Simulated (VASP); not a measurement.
```xyz
6
Lattice="3.5634 0.0000 0.0000 0.0000 3.5634 0.0000 0.0000 0.0000 5.1719" Properties=species:S:1:pos:R:3 pbc="T T T"
Zr     0.0000     0.0000     0.0000
Zr     1.7817     1.7817     2.5859
O      0.0000     1.7817     1.5607
O      0.0000     1.7817     4.1466
O      1.7817     0.0000     1.0252
O      1.7817     0.0000     3.6111
```

Calculation: PBE GGA, VASP's PBE PAW potentials (set 64) (plane waves; VASP). Run with 400 eV cut-off, 9×9×7 Γ-centred mesh, Gaussian smearing of 0.010 eV, potentials Zr_sv O.

At this cut-off the stress carries a Pulay error, which pulls relaxed volumes low.

The ions, cell shape and volume are relaxed. Which structure does the run end with?

```xyz
6
Lattice="3.5894 0.0000 0.0000 0.0000 3.5894 0.0000 0.0000 0.0000 5.1882" Properties=species:S:1:pos:R:3 pbc="T T T"
Zr     0.0000     0.0000     0.0000
Zr     1.7947     1.7947     2.5941
O      3.5894     1.7947     1.5517
O      3.5894     1.7947     4.1459
O      1.7947     0.0000     1.0424
O      1.7947     0.0000     3.6365
```
Space group P4_2/nmc (137), at a tolerance of 0.03 Å.

How do energy and volume change from the first to the last step?

The energy (σ→0) changes by -4.5 meV/atom and the volume by +1.8 %, in 8 ionic steps.

```tsv
step	E(σ→0) (eV)	max force (eV/Å)	pressure (GPa)	volume (Å³)
1	-57.2914	0.165	6.14	65.67
2	-57.2125	0.172	-11.56	69.74
3	-57.3173	0.044	-0.16	67.00
4	-57.3173	0.046	-0.06	66.98
5	-57.3177	0.041	-0.02	66.95
6	-57.3183	0.028	0.05	66.85
7	-57.3185	0.014	-0.01	66.85
8	-57.3186	0.006	-0.06	66.85
```

The structure comes from a computed database's ZrO2 entry (P4_2/nmc); how it stands against other phases isn't given here. This run relaxes it. Symmetry was kept, so distortions that lower it aren't found. The run is one of a series of settings (EDIFFG = -0.01, IBRION = 2, ISIF = 3, NSW = 50 against the base run), some of them coarse on purpose.
